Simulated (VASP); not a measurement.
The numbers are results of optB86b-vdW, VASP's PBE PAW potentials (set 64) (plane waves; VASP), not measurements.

A VASP calculation is set up with these files.

**INCAR**
```
SYSTEM = BN
PREC = Accurate
ENCUT = 520
EDIFF = 1E-7
NELM = 100
ALGO = Normal
LREAL = .FALSE.
LASPH = .TRUE.
ISMEAR = -5
GGA = MK
PARAM1 = 0.1234
PARAM2 = 1.0
LUSE_VDW = .TRUE.
AGGAC = 0.0
LWAVE = .FALSE.
LCHARG = .TRUE.
LORBIT = 11
NEDOS = 601
ISIF = 2
LEFG = .TRUE.
```

### KPOINTS
```
kpoints
0
Gamma
  11 11 4
```

### POSCAR
```
BN
1
    1.2564128398    -2.1761712669    -0.0000000000
    1.2564128398     2.1761712669    -0.0000000000
   -0.0000000000    -0.0000000000     6.5171245460
B N
2 2
Direct
  0.3333330000   0.6666670000   0.2500000000
  0.6666670000   0.3333330000   0.7500000000
  0.6666670000   0.3333330000   0.2500000000
  0.3333330000   0.6666670000   0.7500000000
```

POTCAR, in this order: B N (PBE.64 set). Program: vasp_std.

What VASP printed:

OUTCAR:
```
 ion  position               nearest neighbor table
   1  0.333  0.667  0.250-   3 1.45   3 1.45   3 1.45
   2  0.667  0.333  0.750-   4 1.45   4 1.45   4 1.45
   3  0.667  0.333  0.250-   1 1.45   1 1.45   1 1.45
   4  0.333  0.667  0.750-   2 1.45   2 1.45   2 1.45
  LATTYP: Found a hexagonal cell.
 ALAT       =     2.5128260200
 C/A-ratio  =     2.5935438801
 Subroutine PRICEL returns:
 Original cell was already a primitive cell.
 Subroutine GETGRP returns: Found 24 space group operations
The static configuration has the point symmetry D_3d.
 The point group associated with its full space group is D_6h.
The dynamic configuration has the point symmetry D_3d.
 Subroutine INISYM returns: Found 24 space group operations
 Subroutine IBZKPT returns following result:
 Found     48 irreducible k-points:

 Following reciprocal coordinates:
            Coordinates               Weight
  0.000000  0.000000  0.000000      1.000000
  0.090909  0.000000  0.000000      6.000000
  0.181818  0.000000  0.000000      6.000000
  0.272727  0.000000  0.000000      6.000000
  0.363636  0.000000  0.000000      6.000000
...
```

**OSZICAR**
```
       N       E                     dE             d eps       ncg     rms          rms(c)
DAV:   1     0.658398331313E+02    0.65840E+02   -0.82831E+03  1160   0.123E+03
DAV:   2    -0.306352714372E+02   -0.96475E+02   -0.88557E+02  1692   0.265E+02
DAV:   3    -0.348082211813E+02   -0.41729E+01   -0.41418E+01  1480   0.575E+01
DAV:   4    -0.348507018091E+02   -0.42481E-01   -0.42455E-01  1416   0.626E+00
DAV:   5    -0.348513764089E+02   -0.67460E-03   -0.67451E-03  1472   0.757E-01    0.113E+01
DAV:   6    -0.316805591901E+02    0.31708E+01   -0.83976E+00  1324   0.237E+01    0.503E+00
DAV:   7    -0.314299561688E+02    0.25060E+00   -0.47211E-01  1432   0.602E+00    0.312E+00
DAV:   8    -0.313563072920E+02    0.73649E-01   -0.28075E-01  1384   0.404E+00    0.391E-01
DAV:   9    -0.313530200046E+02    0.32873E-02   -0.10501E-02  1364   0.935E-01    0.174E-01
DAV:  10    -0.313536041399E+02   -0.58414E-03   -0.10545E-03  1360   0.299E-01    0.356E-02
DAV:  11    -0.313536507248E+02   -0.46585E-04   -0.14037E-04  1452   0.107E-01    0.217E-02
DAV:  12    -0.313536495328E+02    0.11919E-05   -0.31013E-05  1376   0.500E-02    0.284E-03
DAV:  13    -0.313536497181E+02   -0.18532E-06   -0.90260E-07  1468   0.929E-03    0.543E-04
DAV:  14    -0.313536497547E+02   -0.36573E-07   -0.58171E-08  1060   0.212E-03
   1 F= -.31353650E+02 E0= -.31353650E+02  d E =0.000000E+00
```

### OUTCAR
```
------------------------ aborting loop because EDIFF is reached ----------------------------------------
  FORCE on cell =-STRESS in cart. coord.  units (eV):
  Direction    XX          YY          ZZ          XY          YZ          ZX
  --------------------------------------------------------------------------------------
  Total       -0.0059647     -0.0059647     -0.0456846      0.0000000      0.0000000      0.0000000
  in kB       -0.2681582     -0.2681583     -2.0538508      0.0000000      0.0000000      0.0000000
  external PRESSURE =      -0.8633891 kB  Pullay stress =       0.0000000 kB
  volume of cell :       35.64
      direct lattice vectors                 reciprocal lattice vectors
     1.256412840 -2.176171267  0.000000000     0.397958365 -0.229761328  0.000000000
     1.256412840  2.176171267  0.000000000     0.397958365  0.229761328  0.000000000
     0.000000000  0.000000000  6.517124546     0.000000000  0.000000000  0.153441904
  FREE ENERGIE OF THE ION-ELECTRON SYSTEM (eV)
  ---------------------------------------------------
  free  energy   TOTEN  =       -31.3536497547 eV

  energy  without entropy=      -31.3536497547  energy(sigma->0) =      -31.35364975

 total charge

# of ion       s       p       d       tot
------------------------------------------
    1        0.736   1.406   0.000   2.142
    2        0.736   1.406   0.000   2.142
    3        1.222   2.793   0.000   4.015
    4        1.222   2.793   0.000   4.015
--------------------------------------------------
tot          3.916   8.398   0.000  12.314

 Electric field gradients after diagonalization (V/A^2)
 (convention: |V_zz| > |V_xx| > |V_yy|)
----------------------------------------------------------------------
 ion       V_xx      V_yy      V_zz     asymmetry (V_yy - V_xx)/ V_zz
----------------------------------------------------------------------
   1     -17.681   -17.681    35.362       0.000
   2     -17.681   -17.681    35.362       0.000
   3      -1.611    -1.609     3.220       0.000
   4      -1.611    -1.609     3.220       0.000
```
(Selected blocks of OUTCAR.)

The compound is BN in the hex structure. It was relaxed first.
